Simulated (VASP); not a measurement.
Pb:

```
Pb
1.0
     0.00000    2.47502    2.47502
     2.47502    0.00000    2.47502
     2.47502    2.47502    0.00000
Pb
1
Cartesian
  0.0000 0.0000 0.0000
```

- Program: VASP 6.6.1
- Task: relaxation of cell and atoms
- Functional: PBE
- Potentials or basis: VASP PAW PBE potentials, release 64 (Pb_d)
- Cutoff: 600 eV
- k mesh: 16 × 16 × 16
- Occupations: methfessel-paxton, width 0.1 eV
- Spin: no spin polarisation

At the start: pressure 2.3 GPa; volume 30.32 Å³/atom.

Question: Where does the relaxation end?

Answer: Over 3 steps the energy falls by 10.2 meV/atom and the volume is 31.83 Å³/atom (+5.0 %); space group Fm-3m (No. 225, to 0.05 Å).

The path:
```
step  energy change (eV)  largest force (eV/Å)  pressure (GPa)  volume (Å³)
   1              0.0000                0.0000            2.28        30.32
   2             -0.0095                0.0000           -0.54        32.26
   3             -0.0102                0.0000            0.00        31.83
```

Final structure:
```xyz
1
Lattice="0.0000 2.5153 2.5153 2.5153 0.0000 2.5153 2.5153 2.5153 0.0000" Properties=species:S:1:pos:R:3 pbc="T T T"
Pb    0.0000    0.0000    0.0000
```
